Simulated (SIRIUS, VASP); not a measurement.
This is a calculation of Ta2SiC for SIRIUS 7.10.0. The cell comes from a database or a generator and needn't be the stable form of this composition.

File sirius.json:

```json
{
  "control": {
    "processing_unit": "cpu",
    "verbosity": 2,
    "num_bands_to_print": 26,
    "print_forces": true,
    "print_stress": true
  },
  "parameters": {
    "electronic_structure_method": "pseudopotential",
    "xc_functionals": ["XC_GGA_X_PBE", "XC_GGA_C_PBE"],
    "gk_cutoff": 9.1,
    "pw_cutoff": 18.2,
    "ngridk": [10, 10, 3],
    "shiftk": [0, 0, 0],
    "smearing": "fermi_dirac",
    "smearing_width": 0.0018374661,
    "num_bands": 26,
    "num_mag_dims": 0,
    "num_dft_iter": 100,
    "energy_tol": 1e-08,
    "density_tol": 1e-06
  },
  "iterative_solver": {
    "type": "davidson",
    "min_tolerance": 1e-09,
    "tolerance_scale": [0.1, 0.25]
  },
  "mixer": {
    "type": "anderson",
    "beta": 0.7,
    "max_history": 8
  },
  "settings": {
    "tol_ne": 1e-10,
    "pseudo_grid_cutoff": 6.5
  },
  "unit_cell": {
    "lattice_vectors": [
      [5.150467449929, 0.0, 0.0],
      [0.0, 5.150467449929, 0.0],
      [0.0, 0.0, 17.818454396231]
    ],
    "atom_coordinate_units": "lattice",
    "atom_types": ["Ta", "Si", "C"],
    "atom_files": {
      "Ta": "Ta.json",
      "Si": "Si.json",
      "C": "C.json"
    },
    "atoms": {
      "Ta": [
        [0.0, 0.0, 0.78164],
        [0.0, 0.0, 0.21836]
      ],
      "Si": [
        [0.0, 0.0, 0.5]
      ],
      "C": [
        [0.0, 0.0, 0.0]
      ]
    }
  }
}
```

Potentials or basis: PseudoDojo 0.4.1 PBE standard (scalar relativistic).

Launch:

```bash
$ upf_to_json Ta.upf
$ upf_to_json Si.upf
$ upf_to_json C.upf
$ OMP_NUM_THREADS=1 sirius.scf --input=sirius.json --output=out.json --task=0
```

**Question.** Translate it to VASP 6.6.1. Potentials or basis there: PBE PAW files C, Si, Ta_pv, 520 eV.

**Answer.** As run (cutoffs and basis follow the program's own potentials, and thresholds, step limits or extra output files can differ):

File INCAR:

```
ALGO     = Normal         # electronic algorithm
EDIFF    = 1E-7           # SCF threshold, eV
ENCUT    = 520            # plane-wave cutoff, eV
GGA      = PE             # functional
ISIF     = 2              # what is computed and relaxed
ISMEAR   = -1             # smearing method
LASPH    = True           # aspherical terms in the spheres
LCHARG   = False          # write CHGCAR
LREAL    = False          # projectors in reciprocal space
LWAVE    = False          # write WAVECAR
NBANDS   = 23             # bands
NELM     = 60             # most SCF steps
PREC     = Accurate       # precision mode
SIGMA    = 0.05           # smearing width, eV
```

KPOINTS

```
k-points
0
Gamma
  10 10 3
```

The input POSCAR:

```
Ta2SiC
1.0
    2.7255100000      0.0000000000      0.0000000000
    0.0000000000      2.7255100000      0.0000000000
    0.0000000000      0.0000000000      9.4291200000
Ta Si C
2 1 1
Direct
    0.0000000000      0.0000000000      0.7816400000
    0.0000000000      0.0000000000      0.2183600000
    0.0000000000      0.0000000000      0.5000000000
    0.0000000000      0.0000000000      0.0000000000
```

Potentials or basis: VASP PAW PBE potentials, release 64 (Ta_pv, Si, C).

Command:

```sh
$ cat potpaw_PBE.64/Ta_pv/POTCAR potpaw_PBE.64/Si/POTCAR potpaw_PBE.64/C/POTCAR > POTCAR
$ mpirun -np 1 vasp_std > vasp.out
```

Both were run:

|  | SIRIUS | VASP |
| --- | --- | --- |
| Pressure | -0.4 GPa | -0.1 GPa |

The potentials hold 34 and 30 valence electrons a cell.

Pressure is positive in compression.
